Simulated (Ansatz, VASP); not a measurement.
## Cross-check of H3C2N (liquid acetonitrile at 298 K) between VASP and Ansatz

Wanted: the spread between two codes on one cell, functional and k mesh. Of the first pair: The structure shown is the start of the Ansatz relaxation below; VASP solves that cell, so the two are compared at the walk's first step.

Method: plane waves, with VASP 6.6.1 beside it; single point at PBE with D3(BJ), in Ansatz 0.2.0.

## 1. The structure

The cell holds 108 atoms: 36 C, 18 N and 54 H. Its edges and angles: a = 11.620 Å, b = 11.620 Å, c = 11.620 Å, α = 90.0°, β = 90.0°, γ = 90.0°. As first built, before any earlier steps moved the atoms (in the runner's words): 18 acetonitrile placed at random, at 0.782 g/cm^3; overlaps pushed apart, then 10 ps at 398 K with MMFF94 bonds, angles, torsions, charges and radii (Halgren, J. Comput. Chem. 17, 490 (1996)) in harmonic and 12-6 forms. Snapshot after 20 ps at 298 K and fixed volume. The density is a measured one.

## 2. Ansatz: relaxation, PBE with D3(BJ)

Ansatz runs on its default PAW (the set named soft_2) files.

The two programs are compared at the cell with which this relaxation starts, whose forces are those of its first step.

Input file input.yaml:

```yaml
crystal:
  lattice:
    - [11.62037, 0.0, 0.0]
    - [0.0, 11.62037, 0.0]
    - [0.0, 0.0, 11.62037]
  atoms:
    - { symbol: C, position: [0.14884, 0.91177, 0.53139] }
    - { symbol: C, position: [0.2164, 0.8233, 0.5931] }
    - { symbol: "N", position: [0.26741, 0.74946, 0.63687] }
    - { symbol: H, position: [0.12372, 0.97824, 0.59585] }
    - { symbol: H, position: [0.20414, 0.94147, 0.4712] }
    - { symbol: H, position: [0.07055, 0.88054, 0.49824] }
    - { symbol: C, position: [0.37232, 0.1077, 0.77071] }
    - { symbol: C, position: [0.33143, 0.22311, 0.80408] }
    - { symbol: "N", position: [0.29448, 0.30949, 0.83487] }
    - { symbol: H, position: [0.2991, 0.06425, 0.74082] }
    - { symbol: H, position: [0.44124, 0.10557, 0.70767] }
    - { symbol: H, position: [0.39685, 0.06631, 0.85551] }
    - { symbol: C, position: [0.96125, 0.2853, 0.37176] }
    - { symbol: C, position: [0.01832, 0.36049, 0.28844] }
    - { symbol: "N", position: [0.07582, 0.41576, 0.22795] }
    - { symbol: H, position: [0.8683, 0.29044, 0.37074] }
    - { symbol: H, position: [0.97911, 0.19735, 0.33764] }
    - { symbol: H, position: [0.99302, 0.29924, 0.45495] }
    - { symbol: C, position: [0.01294, 0.20653, 0.91329] }
    - { symbol: C, position: [0.05508, 0.09266, 0.88846] }
    - { symbol: "N", position: [0.08865, 0.00015, 0.86496] }
    - { symbol: H, position: [0.96467, 0.20076, 0.99403] }
    - { symbol: H, position: [0.09169, 0.26162, 0.91705] }
    - { symbol: H, position: [0.95627, 0.23628, 0.85] }
    - { symbol: C, position: [0.18537, 0.55828, 0.948] }
    - { symbol: C, position: [0.28024, 0.60114, 0.0184] }
    - { symbol: "N", position: [0.36742, 0.6238, 0.06441] }
    - { symbol: H, position: [0.09967, 0.5972, 0.96081] }
    - { symbol: H, position: [0.20195, 0.56978, 0.8577] }
    - { symbol: H, position: [0.18635, 0.4649, 0.97308] }
    - { symbol: C, position: [0.47631, 0.37914, 0.41107] }
    - { symbol: C, position: [0.53731, 0.31462, 0.49899] }
    - { symbol: "N", position: [0.56562, 0.24334, 0.56315] }
    - { symbol: H, position: [0.4531, 0.32897, 0.33651] }
    - { symbol: H, position: [0.39597, 0.41411, 0.45175] }
    - { symbol: H, position: [0.52492, 0.45092, 0.37664] }
    - { symbol: C, position: [0.84527, 0.01407, 0.20756] }
    - { symbol: C, position: [0.7504, 0.93044, 0.19695] }
    - { symbol: "N", position: [0.68068, 0.86456, 0.17703] }
    - { symbol: H, position: [0.85628, 0.05974, 0.12644] }
    - { symbol: H, position: [0.82386, 0.07732, 0.26965] }
    - { symbol: H, position: [0.92701, 0.97904, 0.23374] }
    - { symbol: C, position: [0.65049, 0.54647, 0.09845] }
    - { symbol: C, position: [0.69037, 0.47018, 0.18766] }
    - { symbol: "N", position: [0.73239, 0.41072, 0.25825] }
    - { symbol: H, position: [0.59763, 0.4962, 0.04067] }
    - { symbol: H, position: [0.59659, 0.62312, 0.12667] }
    - { symbol: H, position: [0.71932, 0.57975, 0.0449] }
    - { symbol: C, position: [0.67696, 0.22054, 0.8422] }
    - { symbol: C, position: [0.72164, 0.3362, 0.8538] }
    - { symbol: "N", position: [0.75313, 0.43067, 0.86464] }
    - { symbol: H, position: [0.66591, 0.19831, 0.75418] }
    - { symbol: H, position: [0.7283, 0.1578, 0.89723] }
    - { symbol: H, position: [0.58606, 0.22732, 0.87429] }
    - { symbol: C, position: [0.90994, 0.6502, 0.30162] }
    - { symbol: C, position: [0.0363, 0.6801, 0.30706] }
    - { symbol: "N", position: [0.13468, 0.69786, 0.30376] }
    - { symbol: H, position: [0.88591, 0.58889, 0.37016] }
    - { symbol: H, position: [0.84788, 0.72481, 0.3007] }
    - { symbol: H, position: [0.90145, 0.59499, 0.22755] }
    - { symbol: C, position: [0.76486, 0.97043, 0.58258] }
    - { symbol: C, position: [0.83087, 0.08178, 0.5963] }
    - { symbol: "N", position: [0.88732, 0.16455, 0.60222] }
    - { symbol: H, position: [0.6738, 0.99112, 0.57602] }
    - { symbol: H, position: [0.77547, 0.92234, 0.49987] }
    - { symbol: H, position: [0.77706, 0.90457, 0.64443] }
    - { symbol: C, position: [0.34051, 0.31748, 0.12114] }
    - { symbol: C, position: [0.44558, 0.24618, 0.09879] }
    - { symbol: "N", position: [0.52862, 0.19352, 0.07897] }
    - { symbol: H, position: [0.3177, 0.36267, 0.04074] }
    - { symbol: H, position: [0.26918, 0.2583, 0.14092] }
    - { symbol: H, position: [0.36122, 0.38658, 0.18128] }
    - { symbol: C, position: [0.18614, 0.46278, 0.62758] }
    - { symbol: C, position: [0.21538, 0.34495, 0.58092] }
    - { symbol: "N", position: [0.23664, 0.24788, 0.55849] }
    - { symbol: H, position: [0.25674, 0.52272, 0.62378] }
    - { symbol: H, position: [0.12278, 0.50563, 0.57247] }
    - { symbol: H, position: [0.14786, 0.45981, 0.71025] }
    - { symbol: C, position: [0.57897, 0.70603, 0.81927] }
    - { symbol: C, position: [0.62351, 0.82104, 0.84539] }
    - { symbol: "N", position: [0.6651, 0.91056, 0.8702] }
    - { symbol: H, position: [0.61694, 0.63408, 0.86921] }
    - { symbol: H, position: [0.48548, 0.72089, 0.84988] }
    - { symbol: H, position: [0.56553, 0.6743, 0.72962] }
    - { symbol: C, position: [0.27726, 0.94494, 0.11478] }
    - { symbol: C, position: [0.22739, 0.01628, 0.20875] }
    - { symbol: "N", position: [0.19245, 0.07257, 0.28128] }
    - { symbol: H, position: [0.25291, 0.96896, 0.02909] }
    - { symbol: H, position: [0.37048, 0.9431, 0.12011] }
    - { symbol: H, position: [0.25894, 0.85866, 0.13434] }
    - { symbol: C, position: [0.92626, 0.75769, 0.87555] }
    - { symbol: C, position: [0.96218, 0.8046, 0.98199] }
    - { symbol: "N", position: [0.98914, 0.83984, 0.07211] }
    - { symbol: H, position: [0.99591, 0.76746, 0.81246] }
    - { symbol: H, position: [0.89952, 0.67029, 0.87874] }
    - { symbol: H, position: [0.85432, 0.8139, 0.84254] }
    - { symbol: C, position: [0.42828, 0.70357, 0.34684] }
    - { symbol: C, position: [0.53406, 0.68039, 0.40568] }
    - { symbol: "N", position: [0.61922, 0.65629, 0.44781] }
    - { symbol: H, position: [0.35788, 0.67392, 0.39534] }
    - { symbol: H, position: [0.4091, 0.79621, 0.3275] }
    - { symbol: H, position: [0.43104, 0.65272, 0.27479] }
    - { symbol: C, position: [0.79528, 0.45574, 0.60411] }
    - { symbol: C, position: [0.86637, 0.55712, 0.59595] }
    - { symbol: "N", position: [0.91544, 0.64644, 0.59785] }
    - { symbol: H, position: [0.71203, 0.4863, 0.64348] }
    - { symbol: H, position: [0.79192, 0.42636, 0.51313] }
    - { symbol: H, position: [0.83022, 0.38456, 0.65386] }
kpoints:
  mp_grid: { grid: [1, 1, 1] }
hamiltonian:
  xc: pbe
  dispersion: d3bj
scf:
  occupations: { method: fermi_dirac, width: 0.025 }
output:
  forces: true
relax:
  f_tol: 0.05
  max_steps: 200
  cell: {}
```

On the command line:

```console
$ ansatz run input.yaml --threads 4 --pin off --max-ram 8192MiB --backend cpu --events-out ev --progress --plain --runs-dir out
```

Numbers of over 12 decimals in the logs are rounded to 6 here.

The program printed:

```text
Engine: ansatz 0.2.0, x86_64-unknown-linux-gnu
Pseudopotentials: kind: paw
Pseudopotential: C, paw, valence charge 4, recommended cutoff 420 eV (normal), C.paw.azcp
Pseudopotential: N, paw, valence charge 5, recommended cutoff 420 eV (normal), N.paw.azcp
Pseudopotential: H, paw, valence charge 1, recommended cutoff 420 eV (normal), H.paw.azcp
Functional definition: PBE
  parameter kappa = 0.804
  parameter beta = 0.066725
  exchange = pbe_x(kappa = kappa, mu = beta*pi^2/3)
  correlation = pbe_c(beta = beta)
Crystal: 108 atoms, lattice volume = 1569.133 Å³
Basis set: ecut = 420 eV, 30839 PW (Γ), exchange–correlation on 160×160×160 points (8 copies of the dense FFT grid, shifted against one another)
Bands: 252, of which v1, the nominal top of the filled ones, is band 144 counted from 1 (143 counted from 0)
Symmetry: 1 space group operations
Space group: P1 (ITA 1), of the structure as read, at distance tolerance 1.2e-4 Å
k-points: 1
Non-local potential: C, projectors of the file, l = 0: 2, l = 1: 2, l = 2: 1
Non-local potential: N, projectors of the file, l = 0: 2, l = 1: 2, l = 2: 1
Non-local potential: H, projectors of the file, l = 0: 2, l = 1: 1
PAW form: soft (Blöchl's): semilocal exchange-correlation on the pseudo side does not see the compensation charge
PAW one-centre angular grid: C, 110 points (default); XC on 64 Gauss nodes
PAW one-centre angular grid: N, 110 points (default); XC on 64 Gauss nodes
PAW one-centre angular grid: H, 110 points (default); XC on 64 Gauss nodes
Initial density: superposition of atomic densities (neutral atoms: chi_scale 0, normalization atom), corrected by the library's trained network
Initial wavefunctions: pseudopotential atomic-orbital guess
Functional: x = pbe(κ = 0.804, μ = 0.219515), c = pbe(β = 0.066725)
SCF iter   1: F=—  HF=-16803.408603 eV  |F-HF|=—  |Δ(HF+E_count)|=         —  Δρ=3.25e-3  dr2=2.54e-1  ethr=1.77e-3  ⟨swp⟩=6.0  Hψ=1148  notcnv=0  defer=37
preconditioner: auto → Resta (q_TF=auto, 2.057 Å⁻¹)  ε∞=2.3  [insulator: Δε(μ)=6.067 eV  Ē_g=14.109 eV  σ=0.025 eV  W_gap=1.00  n_scr=250 (ndim 8)  ℏωp=15.9 eV  f_vac=0.273  D(μ)=0.00/eV (n_scr^D=0)  ε∞_Penn≈2.3]
SCF iter   2: F=—  HF=-16803.435673 eV  |F-HF|=—  |Δ(HF+E_count)|=   2.71e-2  Δρ=1.99e-3  dr2=8.46e-2  ethr=8.83e-5  ⟨swp⟩=2.0  Hψ=438  notcnv=0  defer=104
SCF iter   3: F=—  HF=-16803.441472 eV  |F-HF|=—  |Δ(HF+E_count)|=   5.80e-3  Δρ=1.14e-3  dr2=3.58e-2  ethr=2.94e-5  ⟨swp⟩=3.0  Hψ=297  notcnv=0  defer=104
SCF iter   4: F=—  HF=-16803.440138 eV  |F-HF|=—  |Δ(HF+E_count)|=   1.33e-3  Δρ=3.10e-4  dr2=2.69e-3  ethr=1.24e-5  ⟨swp⟩=3.0  Hψ=287  notcnv=0  defer=104
SCF iter   5: F=—  HF=-16803.439551 eV  |F-HF|=—  |Δ(HF+E_count)|=   5.87e-4  Δρ=2.20e-4  dr2=9.72e-4  ethr=9.34e-7  ⟨swp⟩=2.0  Hψ=434  notcnv=0  defer=104
SCF iter   6: F=—  HF=-16803.439389 eV  |F-HF|=—  |Δ(HF+E_count)|=   1.62e-4  Δρ=1.08e-4  dr2=2.12e-4  ethr=3.37e-7  ⟨swp⟩=2.0  Hψ=289  notcnv=0  defer=104
SCF iter   7: F=—  HF=-16803.439368 eV  |F-HF|=—  |Δ(HF+E_count)|=   2.11e-5  Δρ=2.67e-5  dr2=1.29e-5  ethr=7.37e-8  ⟨swp⟩=2.0  Hψ=291  notcnv=0  defer=104
SCF iter   8: F=—  HF=-16803.439369 eV  |F-HF|=—  |Δ(HF+E_count)|=   1.04e-6  Δρ=1.74e-5  dr2=5.95e-6  ethr=4.48e-9  ⟨swp⟩=2.0  Hψ=289  notcnv=0  defer=104
SCF iter   9: F=—  HF=-16803.439368 eV  |F-HF|=—  |Δ(HF+E_count)|=   8.59e-7  Δρ=5.03e-6  dr2=4.41e-7  ethr=2.07e-9  ⟨swp⟩=2.0  Hψ=291  notcnv=0  defer=104
SCF iter  10: F=-16803.439368 eV  HF=-16803.439368 eV  |F-HF|=2.24e-9  |Δ(HF+E_count)|=   1.34e-7  Δρ=1.71e-6  dr2=5.84e-8  ethr=3.47e-11  ⟨swp⟩=4.0  Hψ=651  notcnv=0
SCF 1 converged in 10 iterations: F = -16803.439368 eV  dr2 = 5.84e-8
  greatest PAW one-centre occupation: 0.843 electrons in one spin orbital (limit 2), on the N atom at site 38 (counted from 0), in its partial waves of l = 0
relax step   1: F+E_penalty+E_count = -16803.43936837 eV  Δ(F+E_penalty+E_count) = +0.000e0 eV  max|allowed force component| = 4.186e0 eV/Å  Δτ_max = 0.0000 Å  P = -0.208 GPa  Ω = 1569.133 Å³  (10 SCF iters, dr2 threshold 1.00e-7 eV, accepted)
Crystal: 108 atoms, lattice volume = 1529.829 Å³
Basis set: ecut = 420 eV, 29875 PW (Γ), exchange–correlation on 160×160×160 points (8 copies of the dense FFT grid, shifted against one another)
Initial density: handed on by an earlier stage of this run
Initial wavefunctions: those handed on with the density
iter 1 solved again at ethr=1.30e-3 eV; its pass at ethr=3.10e-3 eV (dr2=3.73e0 eV) is discarded
SCF iter   1: F=—  HF=-16807.451593 eV  |F-HF|=—  |Δ(HF+E_count)|=         —  Δρ=2.26e-2  dr2=3.76e0  ethr=1.30e-3  ⟨swp⟩=5.0  Hψ=1351  notcnv=0
preconditioner: auto → Resta (q_TF=auto, 2.065 Å⁻¹)  ε∞=2.3  [insulator: Δε(μ)=6.127 eV  Ē_g=14.188 eV  σ=0.025 eV  W_gap=1.00  n_scr=250 (ndim 8)  ℏωp=16.1 eV  f_vac=0.257  D(μ)=0.00/eV (n_scr^D=0)  ε∞_Penn≈2.3]
[...]
- { symbol: C, position: [0.176640, 0.860980, 0.660990] }
    - { symbol: N, position: [0.217458, 0.812191, 0.740890] }
    - { symbol: H, position: [0.088660, 1.021684, 0.578617] }
    - { symbol: H, position: [0.191230, 0.935715, 0.494364] }
    - { symbol: H, position: [0.051269, 0.846380, 0.536154] }
    - { symbol: C, position: [0.368173, 0.060845, 0.870416] }
    - { symbol: C, position: [0.356496, 0.210571, 0.862573] }
    - { symbol: N, position: [0.347734, 0.331079, 0.855403] }
    - { symbol: H, position: [0.279037, 0.00647179, 0.872117] }
    - { symbol: H, position: [0.418115, 0.028911, 0.796961] }
    - { symbol: H, position: [0.417001, 0.032500, 0.945823] }
    - { symbol: C, position: [0.965977, 0.226223, 0.325201] }
    - { symbol: C, position: [0.012736, 0.282138, 0.218507] }
    - { symbol: N, position: [0.050198, 0.327697, 0.132973] }
    - { symbol: H, position: [0.878560, 0.269398, 0.341693] }
    - { symbol: H, position: [0.953198, 0.111736, 0.323862] }
    - { symbol: H, position: [1.028731, 0.252315, 0.391923] }
    - { symbol: C, position: [0.026207, 0.342351, 0.820792] }
    - { symbol: C, position: [0.032699, 0.201377, 0.867373] }
    - { symbol: N, position: [0.037583, 0.087838, 0.904311] }
    - { symbol: H, position: [0.965776, 0.401535, 0.871645] }
    - { symbol: H, position: [0.116029, 0.394829, 0.818984] }
    - { symbol: H, position: [0.992679, 0.337911, 0.735664] }
    - { symbol: C, position: [0.229562, 0.602046, 0.978941] }
    - { symbol: C, position: [0.324238, 0.672988, 0.039276] }
    - { symbol: N, position: [0.401427, 0.729589, 0.086906] }
    - { symbol: H, position: [0.153804, 0.569239, 1.034999] }
    - { symbol: H, position: [0.199343, 0.672726, 0.912199] }
    - { symbol: H, position: [0.264630, 0.509296, 0.941156] }
    - { symbol: C, position: [0.475409, 0.262313, 0.451013] }
    - { symbol: C, position: [0.498585, 0.167143, 0.543600] }
    - { symbol: N, position: [0.516280, 0.089731, 0.617690] }
    - { symbol: H, position: [0.542378, 0.253496, 0.384004] }
    - { symbol: H, position: [0.385477, 0.235184, 0.420167] }
    - { symbol: H, position: [0.480366, 0.371249, 0.477446] }
    - { symbol: C, position: [0.782920, 0.021452, 0.093942] }
    - { symbol: C, position: [0.796981, 0.949330, 0.200428] }
    - { symbol: N, position: [0.807538, 0.893031, 0.286964] }
    - { symbol: H, position: [0.733438, -0.046999, 0.036919] }
    - { symbol: H, position: [0.731378, 0.114470, 0.105860] }
    - { symbol: H, position: [0.871218, 1.052036, 0.056177] }
    - { symbol: C, position: [0.680967, 0.590789, 0.113210] }
    - { symbol: C, position: [0.699681, 0.493029, 0.205313] }
    - { symbol: N, position: [0.715819, 0.414651, 0.279196] }
    - { symbol: H, position: [0.594484, 0.639123, 0.122160] }
    - { symbol: H, position: [0.753608, 0.672988, 0.110311] }
    - { symbol: H, position: [0.682966, 0.537130, 0.033982] }
    - { symbol: C, position: [0.676362, 0.199937, 0.850462] }
    - { symbol: C, position: [0.702088, 0.349904, 0.845512] }
    - { symbol: N, position: [0.723131, 0.470450, 0.842235] }
[...]
- { symbol: C, position: [1.010680, 0.635412, 0.307256] }
    - { symbol: C, position: [0.136479, 0.616518, 0.326896] }
    - { symbol: N, position: [0.237786, 0.601906, 0.341252] }
[...]
- { symbol: C, position: [0.747971, 0.886813, 0.571725] }
    - { symbol: C, position: [0.813458, 0.010062, 0.609973] }
    - { symbol: N, position: [0.865631, 0.109556, 0.640406] }
[...]
- { symbol: C, position: [0.352081, 0.351188, 0.180307] }
    - { symbol: C, position: [0.445167, 0.266861, 0.138037] }
    - { symbol: N, position: [0.519373, 0.198659, 0.103787] }
[...]
- { symbol: C, position: [0.251952, 0.499415, 0.614773] }
[...]
- { symbol: N, position: [0.158017, 0.270511, 0.533271] }
[...]
- { symbol: N, position: [0.634772, 0.853806, 0.883161] }
[...]
- { symbol: C, position: [0.172579, 0.975493, 0.130938] }
    - { symbol: C, position: [0.221622, 0.00719889, 0.238270] }
    - { symbol: N, position: [0.262294, 0.034651, 0.323672] }
[...]
- { symbol: C, position: [0.916444, 0.772672, 0.830078] }
    - { symbol: C, position: [0.942716, 0.751501, 0.946473] }
    - { symbol: N, position: [0.962666, 0.734790, 0.040485] }
[...]
- { symbol: H, position: [0.821932, 0.741332, 0.817492] }
    - { symbol: H, position: [0.933913, 0.883959, 0.806438] }
    - { symbol: C, position: [0.493036, 0.816524, 0.349950] }
    - { symbol: C, position: [0.512643, 0.708512, 0.434003] }
    - { symbol: N, position: [0.529446, 0.622730, 0.502280] }
    - { symbol: H, position: [0.429857, 0.890416, 0.381243] }
    - { symbol: H, position: [0.578696, 0.873008, 0.327124] }
    - { symbol: H, position: [0.454574, 0.770353, 0.275270] }
    - { symbol: C, position: [0.770860, 0.428735, 0.556620] }
    - { symbol: C, position: [0.873622, 0.522463, 0.576548] }
    - { symbol: N, position: [0.956399, 0.597964, 0.591891] }
    - { symbol: H, position: [0.691483, 0.465321, 0.599209] }
    - { symbol: H, position: [0.753221, 0.427193, 0.466864] }
    - { symbol: H, position: [0.788661, 0.322489, 0.587863] }
```

## 3. VASP: single point, PBE with D3(BJ), start cell, pair 1

The same cell, functional, mesh and smearing now go to VASP, with its own data sets.

Lines of VASP's logs that name or quote its potential files are left out, and so is its time.

Input file INCAR:

```
SYSTEM = H3C2N
PREC = Accurate
ENCUT = 520
EDIFF = 1E-06
NELM = 120
ISMEAR = -1
SIGMA = 0.025
LREAL = Auto
ALGO = Normal
GGA = PE
IVDW = 12
NBANDS = 224
LORBIT = 11
LWAVE = .FALSE.
LCHARG = .FALSE.
ISIF = 2
LASPH = .TRUE.
GGA_COMPAT = .FALSE.
EFERMI = MIDGAP
NCORE = 2
```

Input file POSCAR:

```
H3C2N
1.0
   11.6203700000      0.0000000000      0.0000000000
    0.0000000000     11.6203700000      0.0000000000
    0.0000000000      0.0000000000     11.6203700000
C N H
36 18 54
Direct
    0.1488420765      0.9117695908      0.5313858337
    0.2163958635      0.8233042493      0.5930964332
    0.3723203306      0.1076988082      0.7707069568
    0.3314266241      0.2231082143      0.8040793882
    0.9612516641      0.2853007262      0.3717609680
    0.0183212755      0.3604876609      0.2884417622
    0.0129427893      0.2065338711      0.9132927781
    0.0550756990      0.0926562579      0.8884570801
    0.1853727549      0.5582782648      0.9479990740
    0.2802406464      0.6011426486      0.0183987257
    0.4763101347      0.3791359483      0.4110712482
    0.5373064713      0.3146199303      0.4989858326
    0.8452742899      0.0140701200      0.2075579349
    0.7503977928      0.9304436950      0.1969472573
    0.6504870327      0.5464714118      0.0984478119
    0.6903738865      0.4701829632      0.1876618387
    0.6769577905      0.2205437520      0.8422020986
    0.7216379513      0.3362027199      0.8538024177
    0.9099366027      0.6502030486      0.3016169020
    0.0362983279      0.6800988265      0.3070642329
    0.7648637694      0.9704338158      0.5825804170
    0.8308685524      0.0817788074      0.5962977082
    0.3405141144      0.3174769822      0.1211407210
    0.4455796158      0.2461797688      0.0987920350
    0.1861386514      0.4627821661      0.6275789841
    0.2153804053      0.3449459871      0.5809195404
    0.5789660742      0.7060274329      0.8192682333
    0.6235085458      0.8210409823      0.8453861624
    0.2772631164      0.9449440939      0.1147811989
    0.2273937921      0.0162817535      0.2087541102
[... 72 atom lines left out ...]
    0.3578801708      0.6739200215      0.3953402516
    0.4091005708      0.7962138899      0.3275024806
    0.4310361890      0.6527158774      0.2747933155
    0.7120341263      0.4863012107      0.6434820922
    0.7919197065      0.4263633602      0.5131334028
    0.8302231340      0.3845574625      0.6538604192
```

Input file KPOINTS:

```
Automatic mesh
0
Gamma
1 1 1
0 0 0
```

The projector-augmented-wave data sets are C, N and H (PBE family, release 64).

On the command line:

```console
$ mpirun -np 8 vasp_gam
```

The program printed:

```text
[banner, memory and clock lines left out]
running    8 mpi-ranks, on    1 nodes
[...]
LDA part: xc-table for (Slater+PW92), standard interpolation
 POSCAR, INCAR and KPOINTS ok, starting setup
[...]
entering main loop
       N       E                     dE             d eps       ncg     rms          rms(c)
DAV:   1     0.208926586369E+04    0.20893E+04   -0.13836E+05   456   0.113E+03
DAV:   2    -0.429159106638E+03   -0.25184E+04   -0.23980E+04   576   0.268E+02
DAV:   3    -0.721613947472E+03   -0.29245E+03   -0.28976E+03   568   0.932E+01
DAV:   4    -0.729476955720E+03   -0.78630E+01   -0.78248E+01   552   0.181E+01
[...]
DAV:  19    -0.660769126669E+03    0.19596E-05   -0.56004E-06   504   0.655E-03    0.274E-03
DAV:  20    -0.660769125639E+03    0.10303E-05   -0.64233E-07   352   0.365E-03    0.102E-03
DAV:  21    -0.660769125480E+03    0.15949E-06   -0.76201E-07   400   0.218E-03
   1 F= -.66549990E+03 E0= -.66549990E+03  d E =0.000000E+00
```

Parts of OUTCAR (step 3):

```text
  FREE ENERGIE OF THE ION-ELECTRON SYSTEM (eV)
  ---------------------------------------------------
  free  energy   TOTEN  =      -665.4999019576 eV

  energy  without entropy=     -665.4999019576  energy(sigma->0) =     -665.49990196

[... 1 further part left out ...]
```

The run ends at a pressure of -0.02 GPa, with forces up to 4.3 eV/Å.

(Continued in part 2 of 2.)

[Lines on the potential files, build, host, timing and source positions are cut from VASP's logs without a mark.]

[Logs are printed without paths, hosts, clocks, repeated set-up lines and the standing remarks that a program may print on its own settings, such as how far it seeks lower states.]

[Hosts, paths, dates, database ids (printed as entryN), source tags and the programs' standing remarks are cut or masked in the printed files.]

[The MMFF94 radii named for the starting cell were scaled by 0.96; in molecules described by MMFF94, hydrogen bound to N, O or S took a small fixed 12-6 site in their place.]
